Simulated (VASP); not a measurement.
# Cd3Cu2 (Pm-3m) in VASP: notebook

The runs below take Cd3Cu2 through single point, relaxation of cell and atoms, with PBE.

Everything below comes from runs of VASP 6.6.1. Logs are shortened: lines on timing, memory, paths and dates and some standing lists are left out, and cuts for length are marked.

## (1) The cell of the first run

It takes space group Pm-3m (No. 221, cubic). The conventional cell has a = 4.918 Å, b = 4.918 Å, c = 4.918 Å, α = 90.00°, β = 90.00°, γ = 90.00°. Cd (site symmetry 4/mmm) is surrounded by 2 Cu at 2.46 Å. Cu (site symmetry m-3m) is surrounded by 6 Cd at 2.46 Å. Cu (site symmetry m-3m) is surrounded by 12 Cd at 3.48 Å.

The cell was built by a generator and needn't be a form met in nature.

## (2) Single point, PBE (random cell by space group and Wyckoff sites (Pm-3m, No. 221))

INCAR reads:

```
SYSTEM = Cd3Cu2
  PREC = Accurate
  ENCUT = 520
  EDIFF = 1E-7
  ISMEAR = 0
  SIGMA = 0.1
  LREAL = .FALSE.
  LASPH = .TRUE.
  NELM = 100
  ALGO = Normal
  ISIF = 2
  LWAVE = .FALSE.
  LCHARG = .TRUE.
  GGA = PE
  LELF = .TRUE.
  LVHAR = .TRUE.
  NBANDS = 37
```

KPOINTS reads:

```
Automatic mesh
0
G
  4 4 4
  0 0 0
```

POSCAR reads:

```
Cd3Cu2
1.0
    4.9176770399      0.0000000000      0.0000000000
    0.0000000000      4.9176770399      0.0000000000
    0.0000000000      0.0000000000      4.9176770399
Cd Cu
3 2
Direct
    0.5000000000      0.0000000000      0.0000000000
    0.0000000000      0.5000000000      0.0000000000
    0.0000000000      0.0000000000      0.5000000000
    0.0000000000      0.0000000000      0.0000000000
    0.5000000000      0.5000000000      0.5000000000
```

Potentials or basis: VASP PAW PBE potentials, release 64 (Cd, Cu).

On the command line:

```
$ cat potpaw_PBE.64/Cd/POTCAR potpaw_PBE.64/Cu/POTCAR > POTCAR
$ mpirun -np 1 vasp_std > vasp.out
```

OUTCAR:

```text
SYSTEM = Cd3Cu2
   PREC = Accurate
   ENCUT = 520
   EDIFF = 1E-7
   ISMEAR = 0
   LREAL = .FALSE.
   LASPH = .TRUE.
   NELM = 100
   ISIF = 2
   GGA = PE

 ion  position               nearest neighbor table
   1  0.500  0.000  0.000-   4 2.46   4 2.46   2 3.48   3 3.48   2 3.48   2 3.48   3 3.48   3 3.48
                             3 3.48   2 3.48
   2  0.000  0.500  0.000-   4 2.46   4 2.46   1 3.48   3 3.48   1 3.48   3 3.48   3 3.48   3 3.48
                             1 3.48   1 3.48
   3  0.000  0.000  0.500-   4 2.46   4 2.46   1 3.48   1 3.48   2 3.48   2 3.48   2 3.48   2 3.48
                             1 3.48   1 3.48
   4  0.000  0.000  0.000-   1 2.46   2 2.46   3 2.46   3 2.46   2 2.46   1 2.46
   5  0.500  0.500  0.500-

  LATTYP: Found a simple cubic cell.
 ALAT       =     4.9176770399

  Lattice vectors:

 A1 = (   4.9176770399,   0.0000000000,   0.0000000000)
 A2 = (   0.0000000000,   4.9176770399,   0.0000000000)
 A3 = (   0.0000000000,   0.0000000000,   4.9176770399)

Analysis of symmetry for initial positions (statically):
=====================================================================
 Subroutine PRICEL returns:
 Original cell was already a primitive cell.

 Routine SETGRP: Setting up the symmetry group for a
 simple cubic supercell.

 Subroutine GETGRP returns: Found 48 space group operations
 (whereof 48 operations were pure point group operations)
 out of a pool of 48 trial point group operations.

The static configuration has the point symmetry O_h .

Analysis of symmetry for dynamics (positions and initial velocities):
=====================================================================
 Subroutine PRICEL returns:
 Original cell was already a primitive cell.

 Routine SETGRP: Setting up the symmetry group for a
 simple cubic supercell.

 Subroutine GETGRP returns: Found 48 space group operations
 (whereof 48 operations were pure point group operations)
 out of a pool of 48 trial point group operations.

The dynamic configuration has the point symmetry O_h .

 Subroutine INISYM returns: Found 48 space group operations
 (whereof 48 operations are pure point group operations),
 and found     1 'primitive' translations

----------------------------------------------------------------------------------------

                                     Primitive cell

  volume of cell :     118.9269
[... 80 lines left out ...]
   EDIFF  = 0.1E-06   stopping-criterion for ELM
   LREAL  =      F    real-space projection
   EDIFFG = 0.1E-05   stopping-criterion for IOM
   NSW    =      0    number of steps for IOM
   IBRION =     -1    ionic relax: 0-MD 1-quasi-New 2-CG
   NFREE  =      0    steps in history (QN), initial steepest desc. (CG)
   ISIF   =      2    stress and relaxation
   ISYM   =      2    0-nonsym 1-usesym 2-fastsym
   POTIM  = 0.5000    time-step for ionic-motion
   TEBEG  =    0.0;   TEEND  =   0.0 temperature during run
   PSTRESS=    0.0 pullay stress
   NELECT =      58.0000    total number of electrons
   NUPDOWN=      -1.0000    fix difference up-down
   EMIN   =  10.00;   EMAX   =-10.00  energy-range for DOS
   EFERMI =   0.00;   METHOD = LEGACY
   ISMEAR =     0;   SIGMA  =   0.10  broadening in eV -4-tet -1-fermi 0-gaus
   EFERMI_NEDOS =   21; number of points for ismear=-14 and -15
   IALGO  =     38    algorithm
   IMIX   =      4    mixing-type and parameters
     AMIX     =   0.40;   BMIX     =  1.00
     AMIX_MAG =   1.60;   BMIX_MAG =  1.00
  volume/ion in A,a.u.               =      23.79       160.51
  Fermi-wavevector in a.u.,A,eV,Ry     =   1.288618  2.435135 22.592965  1.660536
  Thomas-Fermi vector in A             =   2.420561
   LORBIT       =      0    0 simple, 1 ext, 2 COOP (PROOUT), +10 PAW based schemes
   GGA     = PE    functional components
   LHFCALC =     F    Hartree Fock is set to
   AEXX    =    0.0000 exact exchange contribution
   IVDW    =     0    specifies the selected vdW correction
   LEPSILON=     F    determine dielectric tensor
   LRPA    =     F    only Hartree local field effects (RPA)
 non-spin polarized calculation
 Gauss-broadening in eV      SIGMA  =   0.10
  energy-cutoff  :      520.00
  volume of cell :      118.93
 maximum number of plane-waves:      3220
 NGX is ok and might be reduce to    40
   NGX = 19   NGY = 19   NGZ = 19

 number of electron      58.0000029 magnetization

 Free energy of the ion-electron system (eV)
  ---------------------------------------------------
  ext. energy  EPLUGINS =         0.00000000
  ---------------------------------------------------
  free energy    TOTEN  =        -7.27692960 eV

  energy without entropy =       -7.26728775  energy(sigma->0) =       -7.27210867

 E-fermi :   1.8754     XC(G=0):  -9.8399

 val. band max:        1.8449422057   @ k =   0.2500   0.0000   0.0000
 cond. band min:       2.3515348301   @ k =   0.2500   0.2500   0.0000
 fundamental gap:      0.5065926244
 Fermi energy:         1.8754000339

 k-point     1 :       0.0000    0.0000    0.0000
  band No.  band energies     occupation
      1      -7.6234      2.00000
      2      -7.0161      2.00000
      3      -7.0161      2.00000
      4      -7.0161      2.00000
      5      -6.8339      2.00000
      6      -6.8339      2.00000
[... 389 lines left out ...]
     36      12.1780      0.00000
     37      12.1822      0.00000

------------------------ aborting loop because EDIFF is reached ----------------------------------------

  FORCE on cell =-STRESS in cart. coord.  units (eV):
  Direction    XX          YY          ZZ          XY          YZ          ZX
  --------------------------------------------------------------------------------------
  -------------------------------------------------------------------------------------
  Total        0.4832446      0.4832446      0.4832446      0.0000000      0.0000000     -0.0000000
  in kB        6.5102482      6.5102482      6.5102482      0.0000000      0.0000000     -0.0000000
  external PRESSURE =       6.5102482 kB  Pullay stress =       0.0000000 kB

 VOLUME and BASIS-vectors are now :
 -----------------------------------------------------------------------------
  energy-cutoff  :      520.00
  volume of cell :      118.93
      direct lattice vectors                 reciprocal lattice vectors
     4.917677040  0.000000000  0.000000000     0.203348043  0.000000000  0.000000000
     0.000000000  4.917677040  0.000000000     0.000000000  0.203348043  0.000000000
     0.000000000  0.000000000  4.917677040     0.000000000  0.000000000  0.203348043

 POSITION                                       TOTAL-FORCE (eV/Angst)
 -----------------------------------------------------------------------------------
      2.45884      0.00000      0.00000         0.000000      0.000000      0.000000
      0.00000      2.45884      0.00000         0.000000      0.000000      0.000000
      0.00000      0.00000      2.45884         0.000000      0.000000      0.000000
      0.00000      0.00000      0.00000         0.000000      0.000000      0.000000
      2.45884      2.45884      2.45884         0.000000      0.000000      0.000000
 -----------------------------------------------------------------------------------
    total drift:                               -0.000000      0.000000     -0.000000

  FREE ENERGIE OF THE ION-ELECTRON SYSTEM (eV)
  ---------------------------------------------------
  free  energy   TOTEN  =        -7.2769295974 eV

  energy  without entropy=       -7.2672877524  energy(sigma->0) =       -7.27210867
```

OSZICAR:

```text
N       E                     dE             d eps       ncg     rms          rms(c)
DAV:   1     0.566032305422E+03    0.56603E+03   -0.27587E+04   740   0.189E+03
DAV:   2     0.416961091868E+02   -0.52434E+03   -0.48987E+03   765   0.436E+02
DAV:   3    -0.708456791472E+01   -0.48781E+02   -0.47302E+02   805   0.167E+02
DAV:   4    -0.822751436354E+01   -0.11429E+01   -0.11390E+01   862   0.269E+01
DAV:   5    -0.824629676352E+01   -0.18782E-01   -0.18781E-01   845   0.315E+00    0.105E+01
DAV:   6    -0.825441378370E+01   -0.81170E-02   -0.14226E+01   928   0.641E+01    0.652E+00
DAV:   7    -0.727714363414E+01    0.97727E+00   -0.41682E+00   920   0.416E+01    0.391E+00
DAV:   8    -0.731525344861E+01   -0.38110E-01   -0.53392E-01  1049   0.717E+00    0.206E+00
DAV:   9    -0.728604490137E+01    0.29209E-01   -0.30780E-01   949   0.107E+01    0.704E-01
DAV:  10    -0.727946000953E+01    0.65849E-02   -0.43028E-02  1044   0.307E+00    0.373E-01
DAV:  11    -0.727704230630E+01    0.24177E-02   -0.20438E-02   957   0.237E+00    0.133E-01
DAV:  12    -0.727693400347E+01    0.10830E-03   -0.17984E-03  1018   0.621E-01    0.607E-02
DAV:  13    -0.727692991135E+01    0.40921E-05   -0.68196E-05  1065   0.777E-02    0.173E-02
DAV:  14    -0.727692940480E+01    0.50655E-06   -0.12294E-05  1034   0.462E-02    0.500E-03
DAV:  15    -0.727692954508E+01   -0.14028E-06   -0.10350E-06  1029   0.122E-02    0.200E-03
DAV:  16    -0.727692959741E+01   -0.52330E-07   -0.24072E-08   405   0.230E-03
   1 F= -.72769296E+01 E0= -.72721087E+01  d E =-.964185E-02
```

Run time: 63 s. Hardware: 1 thread of Intel Xeon Platinum 8259CL at 2.50GHz (Skylake/Cascade Lake), shared host; peak memory 0.24 GiB.

What came out:

| Quantity | Value |
| --- | --- |
| Free energy | -7.2769 eV |
| Pressure | 0.7 GPa |
| Band gap on the k mesh | none (metal or under the smearing width) |

## (3) Relaxation of cell and atoms, PBE (random cell by space group and Wyckoff sites (Pm-3m, No. 221))

INCAR reads:

```
SYSTEM = Cd3Cu2
PREC     = Accurate       ! precision mode
ENCUT    = 600            ! plane-wave cutoff, eV
EDIFF    = 1E-6           ! SCF threshold, eV
ISMEAR   = 0              ! smearing method
SIGMA    = 0.1            ! smearing width, eV
LREAL    = .FALSE.        ! projectors in reciprocal space
LASPH    = .TRUE.         ! aspherical terms in the spheres
NELM     = 100            ! most SCF steps
ALGO     = Fast           ! electronic algorithm
ISIF     = 3              ! what is computed and relaxed
LWAVE    = .FALSE.        ! write WAVECAR
LCHARG   = .FALSE.        ! write CHGCAR
GGA      = PE             ! functional
IBRION   = 2              ! ionic algorithm
NSW      = 90             ! ionic steps
EDIFFG   = -0.04          ! ionic threshold
```

KPOINTS reads:

```
regular mesh
0
G
  4 4 4
  0 0 0
```

POSCAR: that of step 2 with these lines changed.

```diff
@@ -2,5 +2,5 @@
 1.0
-    4.9176770399      0.0000000000      0.0000000000
-    0.0000000000      4.9176770399      0.0000000000
-    0.0000000000      0.0000000000      4.9176770399
+    4.7499065700      0.0000000000      0.0000000000
+    0.0000000000      4.7499065700      0.0000000000
+    0.0000000000      0.0000000000      4.7499065700
 Cd Cu
```

Potentials or basis: VASP PAW PBE potentials, release 64 (Cd, Cu).

On the command line:

```
$ cat potpaw_PBE.64/Cd/POTCAR potpaw_PBE.64/Cu/POTCAR > POTCAR
$ mpirun -np 1 vasp_std > vasp.out
```

Wall time 2.7 min (1 thread of Intel Xeon Platinum 8259CL at 2.50GHz (Skylake/Cascade Lake), shared host); peak memory 0.26 GiB.

It converged, with:

| Property | Result |
| --- | --- |
| Free energy | -7.2751 eV |
| Relaxed volume | 24.10 Å³/atom |
| Relaxed cell | a = 4.939 Å, b = 4.939 Å, c = 4.939 Å, α = 90.00°, β = 90.00°, γ = 90.00° |
| Space group after relaxing (to 0.05 Å) | Pm-3m (No. 221) |
| Energy gained by relaxing | 51.1 meV/atom |
| Ionic steps | 3 |
| Pressure after relaxing | 0.1 GPa |
| Band gap on the k mesh | none (metal or under the smearing width) |

The path:
| step | energy change (eV) | largest force (eV/Å) | pressure (GPa) | volume (Å³) |
| --- | --- | --- | --- | --- |
| 1 | 0.0000 | 0.0000 | 6.86 | 107.17 |
| 2 | -0.2533 | 0.0000 | -0.51 | 122.03 |
| 3 | -0.2553 | 0.0000 | 0.06 | 120.51 |

Final structure:
```yaml
crystal:
  lattice:
    - [4.93937, 0.00000, 0.00000]
    - [0.00000, 4.93937, 0.00000]
    - [0.00000, 0.00000, 4.93937]
  atoms:
    - { symbol: Cd, position: [0.50000, 0.00000, 0.00000] }
    - { symbol: Cd, position: [0.00000, 0.50000, 0.00000] }
    - { symbol: Cd, position: [0.00000, 0.00000, 0.50000] }
    - { symbol: Cu, position: [0.00000, 0.00000, 0.00000] }
    - { symbol: Cu, position: [0.50000, 0.50000, 0.50000] }
```

Levels at points of the mesh, in eV from the Fermi level:
| k point | band 27 | band 28 | band 29 | band 30 | band 31 | band 32 |
| --- | --- | --- | --- | --- | --- | --- |
| (0.00, 0.00, 0.00) | -0.60 | -0.60 | -0.60 | 0.47 | 1.21 | 1.21 |
| (0.50, 0.00, 0.00) | -1.53 | 0.79 | 0.79 | 1.09 | 1.54 | 2.61 |
| (0.50, 0.50, 0.00) | -1.53 | -1.47 | -1.38 | 1.87 | 3.00 | 3.70 |
| (0.50, 0.50, 0.50) | -1.14 | -1.14 | -1.14 | -0.31 | -0.29 | -0.29 |

## (4) Single point, PBE (random cell by space group and Wyckoff sites (Pm-3m, No. 221))

INCAR reads:

```
ALGO = Normal ; EDIFF = 1E-6
ENCUT = 520 ; GGA = PE
ISIF = 2 ; ISMEAR = 0
LASPH = T ; LCHARG = T
LELF = T ; LREAL = F
LVHAR = T ; LWAVE = F
NBANDS = 37 ; NELM = 100
PREC = Accurate ; SIGMA = 0.1
```

KPOINTS reads:

```
k-points
0
Gamma
  4 4 4
```

POSCAR is that of step 3.

On the command line:

```
$ cat potpaw_PBE.64/Cd/POTCAR potpaw_PBE.64/Cu/POTCAR > POTCAR
$ mpirun -np 1 vasp_std > vasp.out
```

Wall time 46 s (1 thread of Intel Xeon Platinum 8259CL at 2.50GHz (Skylake/Cascade Lake), shared host); peak memory 0.2 GiB.

Results (log left out):

- Free energy: -7.0209 eV
- Pressure: 6.9 GPa
- Band gap on the k mesh: none (metal or under the smearing width)

Levels at points of the mesh, in eV from the Fermi level:
```csv
k point,band 26,band 27,band 28,band 29,band 30,band 31,band 32,band 33
"(0.00, 0.00, 0.00)",-1.59,-0.72,-0.72,-0.72,0.90,1.77,1.77,5.38
"(0.50, 0.00, 0.00)",-1.60,-1.59,0.94,0.94,1.54,2.21,2.91,2.91
"(0.50, 0.50, 0.00)",-1.68,-1.59,-1.49,-1.40,2.19,3.75,4.15,4.15
"(0.50, 0.50, 0.50)",-1.57,-1.03,-1.03,-1.03,-0.41,-0.41,-0.41,-0.13
```
